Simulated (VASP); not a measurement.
Output of a VASP run:

**OUTCAR**
```
 ion  position               nearest neighbor table
   1  0.333  0.667  0.879-   6 2.73   6 2.73   6 2.73   4 3.63
   2  0.667  0.333  0.379-   5 2.73   5 2.73   5 2.73   3 3.63
   3  0.667  0.333  0.121-   5 2.73   5 2.73   5 2.73   2 3.63
   4  0.333  0.667  0.621-   6 2.73   6 2.73   6 2.73   1 3.63
   5  0.333  0.667  0.250-   2 2.73   3 2.73   2 2.73   3 2.73   2 2.73   3 2.73
   6  0.667  0.333  0.750-   1 2.73   4 2.73   1 2.73   4 2.73   1 2.73   4 2.73
  LATTYP: Found a hexagonal cell.
 ALAT       =     3.5321842032
 C/A-ratio  =     3.9741185299
 Subroutine PRICEL returns:
 Original cell was already a primitive cell.
 Subroutine GETGRP returns: Found 24 space group operations
The static configuration has the point symmetry D_3d.
 The point group associated with its full space group is D_6h.
The dynamic configuration has the point symmetry D_3d.
 Subroutine INISYM returns: Found 24 space group operations
 Subroutine IBZKPT returns following result:
 Found     20 irreducible k-points:

 Following reciprocal coordinates:
            Coordinates               Weight
  0.000000  0.000000  0.000000      1.000000
  0.125000  0.000000  0.000000      6.000000
  0.250000  0.000000  0.000000      6.000000
  0.375000  0.000000  0.000000      6.000000
  0.500000  0.000000  0.000000      3.000000
  0.125000  0.125000  0.000000      6.000000
  0.250000  0.125000  0.000000     12.000000
  0.375000  0.125000  0.000000     12.000000
  0.250000  0.250000  0.000000      6.000000
  0.375000  0.250000  0.000000      6.000000
  0.000000  0.000000  0.500000      1.000000
  0.125000  0.000000  0.500000      6.000000
  0.250000  0.000000  0.500000      6.000000
  0.375000  0.000000  0.500000      6.000000
  0.500000  0.000000  0.500000      3.000000
  0.125000  0.125000  0.500000      6.000000
  0.250000  0.125000  0.500000     12.000000
  0.375000  0.125000  0.500000     12.000000
  0.250000  0.250000  0.500000      6.000000
  0.375000  0.250000  0.500000      6.000000
   k-points           NKPTS =     20   k-points in BZ     NKDIM =     20   number of bands    NBANDS=     31
   number of dos      NEDOS =    601   number of ions     NIONS =      6
   total plane-waves  NPLWV =  84672
   dimension x,y,z NGX =    28 NGY =   28 NGZ =  108
   dimension x,y,z NGXF=    56 NGYF=   56 NGZF=  216
   ions per type =               4   2
   PREC   = accura    normal or accurate (medium, high low for compatibility)
   ISTART =      0    job   : 0-new  1-cont  2-samecut
   ICHARG =      2    charge: 1-file 2-atom 10-const
   ISPIN  =      1    spin polarized calculation?
   LNONCOLLINEAR =      F non collinear calculations
   LSORBIT =      F    spin-orbit coupling
   INIWAV =      1    electr: 0-lowe 1-rand  2-diag
   ENCUT  =  520.0 eV  38.22 Ry    6.18 a.u.   6.57  6.57 26.10*2*pi/ulx,y,z
   NELM   =    100;   NELMIN=  2; NELMDL= -5     # of ELM steps
   EDIFF  = 0.1E-06   stopping-criterion for ELM
   LREAL  =      F    real-space projection
   NLSPLINE    = F    spline interpolate recip. space projectors
   LMAXMIX     =    4 max onsite mixed and CHGCAR
   VOSKOWN=      0    Vosko Wilk Nusair interpolation
   EDIFFG = 0.1E-05   stopping-criterion for IOM
   NSW    =      0    number of steps for IOM
   NBLOCK =      1;   KBLOCK =      1    inner block; outer block
   IBRION =     -1    ionic relax: 0-MD 1-quasi-New 2-CG
   NFREE  =      0    steps in history (QN), initial steepest desc. (CG)
   ISIF   =      2    stress and relaxation
   ISYM   =      2    0-nonsym 1-usesym 2-fastsym
   TEIN   =    0.0    initial temperature
   TEBEG  =    0.0;   TEEND  =   0.0 temperature during run
   SMASS  =  -3.00    Nose mass-parameter (am)
   PSTRESS=    0.0 pullay stress
   NELECT =      52.0000    total number of electrons
   EFERMI =   0.00;   METHOD = LEGACY
   ISMEAR =    -5;   SIGMA  =   0.20  broadening in eV -4-tet -1-fermi 0-gaus
   IALGO  =     38    algorithm
   LDIAG  =      T    sub-space diagonalisation (order eigenvalues)
   IMIX   =      4    mixing-type and parameters
     AMIX     =   0.40;   BMIX     =  1.00
...
```

File OSZICAR:
```
       N       E                     dE             d eps       ncg     rms          rms(c)
DAV:   1     0.425802573494E+03    0.42580E+03   -0.27310E+04  1424   0.150E+03
DAV:   2     0.288455246569E+00   -0.42551E+03   -0.41790E+03  1566   0.349E+02
DAV:   3    -0.237207726672E+02   -0.24009E+02   -0.23802E+02  1534   0.699E+01
DAV:   4    -0.244428701174E+02   -0.72210E+00   -0.71851E+00  1581   0.117E+01
DAV:   5    -0.244629478513E+02   -0.20078E-01   -0.20067E-01  1656   0.200E+00    0.211E+01
DAV:   6    -0.237297711376E+02    0.73318E+00   -0.10281E+01  1419   0.153E+01    0.900E+00
DAV:   7    -0.236274858808E+02    0.10229E+00   -0.98924E+00  1414   0.127E+01    0.654E+00
DAV:   8    -0.231841223938E+02    0.44336E+00   -0.18088E+00  1508   0.610E+00    0.310E+00
DAV:   9    -0.231811005847E+02    0.30218E-02   -0.29988E-01  1655   0.242E+00    0.116E+00
DAV:  10    -0.231756826002E+02    0.54180E-02   -0.41961E-02  1538   0.103E+00    0.326E-01
DAV:  11    -0.231760455769E+02   -0.36298E-03   -0.21704E-03  1590   0.257E-01    0.221E-01
DAV:  12    -0.231759728238E+02    0.72753E-04   -0.23924E-04  1423   0.808E-02    0.140E-01
DAV:  13    -0.231759449147E+02    0.27909E-04   -0.11270E-04  1629   0.562E-02    0.664E-02
DAV:  14    -0.231759449803E+02   -0.65602E-07   -0.54318E-06  1454   0.106E-02    0.476E-02
DAV:  15    -0.231759435078E+02    0.14725E-05   -0.23382E-06  1629   0.789E-03    0.225E-02
DAV:  16    -0.231759428622E+02    0.64558E-06   -0.13822E-06  1403   0.516E-03    0.103E-02
DAV:  17    -0.231759426809E+02    0.18129E-06   -0.39008E-07  1268   0.283E-03    0.904E-04
DAV:  18    -0.231759426767E+02    0.42237E-08   -0.42318E-08   851   0.952E-04
   1 F= -.23175943E+02 E0= -.23175943E+02  d E =0.000000E+00
```

OUTCAR:
```
------------------------ aborting loop because EDIFF is reached ----------------------------------------
  FORCE on cell =-STRESS in cart. coord.  units (eV):
  Direction    XX          YY          ZZ          XY          YZ          ZX
  --------------------------------------------------------------------------------------
  Total       -0.0024565     -0.0024565      0.0736383      0.0000000      0.0000000      0.0000000
  in kB       -0.0259489     -0.0259489      0.7778806      0.0000000      0.0000000      0.0000000
  external PRESSURE =       0.2419943 kB  Pullay stress =       0.0000000 kB
  volume of cell :      151.67
      direct lattice vectors                 reciprocal lattice vectors
     1.766092286 -3.058961144  0.000000000     0.283110913 -0.163454185  0.000000000
     1.766092286  3.058961144  0.000000000     0.283110913  0.163454185  0.000000000
     0.000000000  0.000000000 14.037318693     0.000000000  0.000000000  0.071238676
 POSITION                                       TOTAL-FORCE (eV/Angst)
 -----------------------------------------------------------------------------------
      1.76609      1.01966     12.34357         0.000000      0.000000     -0.007936
      1.76609     -1.01966      5.32491        -0.000000     -0.000000     -0.007936
      1.76609     -1.01966      1.69375        -0.000000     -0.000000      0.007936
      1.76609      1.01966      8.71240        -0.000000      0.000000      0.007936
      1.76609      1.01966      3.50933         0.000000      0.000000      0.000000
      1.76609     -1.01966     10.52799         0.000000     -0.000000      0.000000
 -----------------------------------------------------------------------------------
    total drift:                                0.000258      0.001634     -0.000026
  FREE ENERGIE OF THE ION-ELECTRON SYSTEM (eV)
  ---------------------------------------------------
  free  energy   TOTEN  =       -23.1759426767 eV

  energy  without entropy=      -23.1759426767  energy(sigma->0) =      -23.17594268

 total charge

# of ion       s       p       d       tot
------------------------------------------
    1        1.387   1.973   0.062   3.422
    2        1.387   1.973   0.062   3.422
    3        1.387   1.973   0.062   3.422
    4        1.387   1.973   0.062   3.422
    5        2.253   6.139   3.982  12.375
    6        2.253   6.139   3.982  12.375
--------------------------------------------------
tot         10.055  20.172   8.210  38.437

 Electric field gradients after diagonalization (V/A^2)
 (convention: |V_zz| > |V_xx| > |V_yy|)
----------------------------------------------------------------------
 ion       V_xx      V_yy      V_zz     asymmetry (V_yy - V_xx)/ V_zz
----------------------------------------------------------------------
   1      85.516    85.516  -171.032       0.000
   2      85.516    85.516  -171.032       0.000
   3      85.516    85.516  -171.032       0.000
   4      85.516    85.516  -171.032       0.000
   5      35.832    35.826   -71.658       0.000
   6      35.832    35.826   -71.658       0.000
```
(Selected blocks of OUTCAR.)

POSCAR:
```
MoTe2
1
    1.7660922859    -3.0589611444     0.0000000000
    1.7660922859     3.0589611444     0.0000000000
    0.0000000000     0.0000000000    14.0373186929
Te Mo
4 2
Direct
  0.3333330000   0.6666670000   0.8793398287
  0.6666670000   0.3333330000   0.3793398287
  0.6666670000   0.3333330000   0.1206601713
  0.3333330000   0.6666670000   0.6206601713
  0.3333330000   0.6666670000   0.2500000000
  0.6666670000   0.3333330000   0.7500000000
```

Q: Reconstruct the remaining input files.

A: This is not unique; one that fits is the input of the run itself, optB86b-vdW, plane waves, VASP's PBE PAW potentials (set 64).

**KPOINTS**
```
Automatic
0
Gamma
8 8 2
```

### INCAR
```
SYSTEM = MoTe2
PREC = Accurate
ENCUT = 520
EDIFF = 1E-7
NELM = 100
ALGO = Normal
LREAL = .FALSE.
LASPH = .TRUE.
ISMEAR = -5
GGA = MK
PARAM1 = 0.1234
PARAM2 = 1.0
LUSE_VDW = .TRUE.
AGGAC = 0.0
LMAXMIX = 4
LWAVE = .FALSE.
LCHARG = .TRUE.
LORBIT = 11
NEDOS = 601
ISIF = 2
LEFG = .TRUE.
```

POTCAR, in this order: Te Mo_sv (PBE.64 set). Program: vasp_std.

The compound is MoTe2 in the 2H layered structure. It was relaxed first.
